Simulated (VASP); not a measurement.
# SiC (F-43m) in VASP: a series of runs, part 2 of 2

VASP 6.6.1. Earlier steps stand in the parts before.

## (3) Born charges and dielectric tensor, PBE

Input file INCAR:

```
  PREC = Accurate
  ENCUT = 520
  EDIFF = 1E-8
  ISMEAR = 0
  SIGMA = 0.02
  LREAL = F
  LASPH = T
  NELM = 60
  ALGO = Normal
  ISIF = 2
  LWAVE = F
  LCHARG = F
  GGA = PE
  LEPSILON = T
  IBRION = 8
  NSW = 1
```

Input file KPOINTS:

```
Automatic mesh
0
Gamma
  8 8 8
```

Input file POSCAR:

```
SiC                                     
1.0
    0.0000000000      2.1897234739      2.1897234739
    2.1897234739      0.0000000000      2.1897234739
    2.1897234739      2.1897234739      0.0000000000
  Si              C             
     1     1
Direct
     0.0000000000000000    0.0000000000000000    0.0000000000000000
     0.2500000000000000    0.2500000000000000    0.2500000000000000
```

Potentials or basis: VASP PAW PBE potentials, release 64 (Si, C).

Started as:

```
cat potpaw_PBE.64/Si/POTCAR potpaw_PBE.64/C/POTCAR > POTCAR
mpirun -np 1 vasp_std > vasp.out
```

OUTCAR:

```text
PREC = Accurate
   ENCUT = 520
   EDIFF = 1E-8
   ISMEAR = 0
   LREAL = F
   LASPH = T
   NELM = 60
   ISIF = 2
   GGA = PE
   LEPSILON = T
   IBRION = 8
   NSW = 1

 ion  position               nearest neighbor table
   1  0.000  0.000  0.000-   2 1.90   2 1.90   2 1.90   2 1.90
   2  0.250  0.250  0.250-   1 1.90   1 1.90   1 1.90   1 1.90

  LATTYP: Found a face centered cubic cell.
 ALAT       =     4.3794469478

  Lattice vectors:

 A1 = (   0.0000000000,   2.1897234739,   2.1897234739)
 A2 = (   2.1897234739,   0.0000000000,   2.1897234739)
 A3 = (   2.1897234739,   2.1897234739,   0.0000000000)

Analysis of symmetry for initial positions (statically):
=====================================================================
 Subroutine PRICEL returns:
 Original cell was already a primitive cell.

 Routine SETGRP: Setting up the symmetry group for a
 face centered cubic supercell.

 Subroutine GETGRP returns: Found 24 space group operations
 (whereof 24 operations were pure point group operations)
 out of a pool of 48 trial point group operations.

The static configuration has the point symmetry T_d .

Analysis of symmetry for dynamics (positions and initial velocities):
=====================================================================
 Subroutine PRICEL returns:
 Original cell was already a primitive cell.

 Routine SETGRP: Setting up the symmetry group for a
 face centered cubic supercell.

[... 523 lines left out ...]

 PIEZOELECTRIC TENSOR (including local field effects)  for field in x, y, z        (C/m^2)
          XX          YY          ZZ          XY          YZ          ZX
  --------------------------------------------------------------------------------
  x    -0.00000    -0.00000    -0.00000     0.00000    -0.98405     0.00000
  y     0.00000     0.00000     0.00000     0.00000     0.00000    -0.98405
  z     0.00000    -0.00000     0.00000    -0.98405     0.00000     0.00000

 BORN EFFECTIVE CHARGES (including local field effects) (in |e|, cummulative output)
 ---------------------------------------------------------------------------------
 ion    1
    1     2.69067    -0.00000     0.00000
    2     0.00000     2.69067     0.00000
    3     0.00000     0.00000     2.69067
 ion    2
    1    -2.69067     0.00000    -0.00000
    2    -0.00000    -2.69067     0.00000
    3     0.00000     0.00000    -2.69067

 INTERNAL STRAIN TENSOR FOR ION    2 for displacements in x,y,z  (eV/Angst):
          X           Y           Z          XY          YZ          ZX
  --------------------------------------------------------------------------------
  x    -0.00000    -0.00000    -0.00000     0.00000    -7.50248     0.00000
  y     0.00000    -0.00000     0.00000     0.00000     0.00000    -7.50248
  z    -0.00000    -0.00000    -0.00000    -7.50248     0.00000     0.00000

 SECOND DERIVATIVES (NOT SYMMETRIZED)
 ------------------------------------
               1X          1Y          1Z          2X          2Y          2Z
  1X   -18.580894    0.000000    0.000000   18.580894    0.000000    0.000000
  1Y     0.000000  -18.580894    0.000000    0.000000   18.580894    0.000000
  1Z     0.000000    0.000000  -18.580894    0.000000    0.000000   18.580894
  2X    18.588025    0.000000    0.000000  -18.588025    0.000000    0.000000
  2Y     0.000000   18.588025    0.000000    0.000000  -18.588025    0.000000
  2Z     0.000000    0.000000   18.588025    0.000000    0.000000  -18.588025

 Eigenvectors and eigenvalues of the dynamical matrix
 ----------------------------------------------------

   1 f  =   23.236254 THz   145.997691 2PiTHz  775.078012 cm-1    96.097383 meV
             X         Y         Z           dx          dy          dz
      0.000000  0.000000  0.000000     0.000000    0.547244    0.000000
      1.094862  1.094862  1.094862     0.000000   -0.836973    0.000000
[... 21 lines left out ...]
   6 f/i=    0.002042 THz     0.012830 2PiTHz    0.068112 cm-1     0.008445 meV
             X         Y         Z           dx          dy          dz
      0.000000  0.000000  0.000000     0.000000    0.000000    0.836973
      1.094862  1.094862  1.094862     0.000000    0.000000    0.547244

--------------------------------------------------------------------------------------------------------

 MACROSCOPIC STATIC DIELECTRIC TENSOR IONIC CONTRIBUTION
 ------------------------------------------------------
           3.356912     0.000000     0.000000
           0.000000     3.356912     0.000000
           0.000000     0.000000     3.356912
 ------------------------------------------------------

 ELASTIC MODULI CONTR FROM IONIC RELAXATION (kBar)
 Direction    XX          YY          ZZ          XY          YZ          ZX
 --------------------------------------------------------------------------------
 XX          -0.0000      0.0000     -0.0000      0.0000     -0.0000      0.0000
 YY           0.0000     -0.0000     -0.0000      0.0000      0.0000      0.0000
 ZZ          -0.0000     -0.0000     -0.0000      0.0000      0.0000      0.0000
 XY           0.0000      0.0000      0.0000   -209.0923      0.0000      0.0000
 YZ          -0.0000      0.0000      0.0000      0.0000   -209.0923      0.0000
 ZX           0.0000      0.0000      0.0000      0.0000      0.0000   -209.0923
 --------------------------------------------------------------------------------

 PIEZOELECTRIC TENSOR IONIC CONTR  for field in x, y, z        (C/m^2)
          XX          YY          ZZ          XY          YZ          ZX
  --------------------------------------------------------------------------------
  x     0.00000    -0.00000    -0.00000     0.00000     0.78834    -0.00000
  y    -0.00000    -0.00000    -0.00000     0.00000     0.00000     0.78834
  z    -0.00000    -0.00000    -0.00000     0.78834     0.00000     0.00000
```

It took 73 s on 1 thread of Intel Xeon Platinum 8488C (Sapphire Rapids), shared host; peak memory 0.16 GiB.

Results:

```yaml
Band_gap_on_the_k_mesh: 1.37 eV, indirect (least direct gap 4.53 eV)
Electronic_dielectric_tensor_diagonal: 7.15
Born_charges_mean_of_the_diagonal: Si +2.69; C -2.69 e
Highest_phonon_frequency_at_Γ_LO-TO_splitting_left_out: 775 cm⁻¹
```

Phonon frequencies in cm⁻¹ (negative: imaginary):
```tsv
q point	frequencies
(0.000, 0.000, 0.000)	0 0 0 775 775 775
```

Electronic dielectric tensor:
```
7.15 0.00 0.00
0.00 7.15 0.00
0.00 0.00 7.15
```

Born effective charge tensors (e):
atom 1, Si
```
2.69 0.00 0.00
0.00 2.69 0.00
0.00 0.00 2.69
```
atom 2, C
```
-2.69  0.00  0.00
 0.00 -2.69  0.00
 0.00  0.00 -2.69
```

## (4) Comparison with measurements

Step 2. A measured gap of SiC is 2.4 eV (indirect; quoted in “Insight into the structural, elastic and electronic properties of a new orthorhombic 6O-SiC polytype”, 2020, pmc:7200658); the calculated 1.37 eV misses it by -1.03 eV. The value is that of PBE, without temperature or zero-point motion. Semilocal functionals fall short of measured gaps as a rule.

Step 3. A measured gap of SiC is 2.4 eV (indirect; quoted in “Insight into the structural, elastic and electronic properties of a new orthorhombic 6O-SiC polytype”, 2020, pmc:7200658); the calculated 1.37 eV misses it by -1.03 eV. The value is that of PBE on a finite k mesh, which can miss the band edges, without temperature or zero-point motion. Semilocal functionals fall short of measured gaps as a rule. Measured high-frequency dielectric constant of SiC: 6.49 (quoted in “Infrared properties of SiC particles”, 1999, arxiv:astro-ph/9903031). This calculation gives 7.15 (+10.2 %).
